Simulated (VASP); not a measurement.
## Bulk modulus against bond length in zinc-blende III-V compounds

LDA in VASP (plane waves, PAW). Static lattice, from a third-order Birch-Murnaghan fit over five volumes at each level. The bond length is the nearest-neighbour distance.

Here d stands for bond length and y for ln of B0 in GPa.

```
solid  bond length (Å)  ln of B0 in GPa  cut-off (eV)
-----  ---------------  ---------------  ------------
BN               1.552                ?           520
AlN              1.882            5.352           520
GaN              1.933            5.305           520
BP               1.944            5.165           520
BAs              2.054            4.993           520
AlAs             2.441            4.326           520
InP              2.524            4.265           520
InAs             2.612            4.096           520
InSb             2.795            3.841           520
```

Fit y of the 8 rows that show it with a straight line in ln d. With u = ln d - 0.81, the rows have u = -0.17766, -0.15093, -0.14525, -0.09021, 0.08241, 0.11584, 0.15012, 0.21783. Means: u 0.00026875, y 4.6679. About the means, the sum of products is -0.66005 and the sum of squares of u is 0.17377; the slope is their ratio. Least squares gives y = 4.6689 - 3.7983·u. Residuals (row less fit): 0.0083, 0.0628, -0.0556, -0.0185, -0.0299, 0.0361, -0.0027, -0.0005; standard error 0.0401 (degrees of freedom: 6). The slope is -3.80 with a standard error of 0.096. So B0 goes as d to the power -3.8 over these rows; such a law is empirical and holds within one kind of bonding.

Task: Predict the withheld y at d = 1.552 from the fit, and compare with the calculation.

Result: u = -0.37046, so y = 4.6689 - 3.7983 × (-0.37046) = 6.0760. The calculation gives 5.996, 0.0800 below the prediction (3.7 % of the range of y in the table). The row lies outside the fitted rows, so this is an extrapolation. From the scatter of the fitted rows alone, a prediction at this place has a standard error of 0.0555, so the miss is 1.4 times that.

The run's B0 for BN is 402 GPa. AlN is here a metastable form; wurtzite is the usual one. GaN is here a metastable form; wurtzite is the usual one. The rows are a random draw from the solids of this series computed here; series whose standard error about the line passes 12 to 30 % of the range of y, or with no trend, aren't shown in this form.
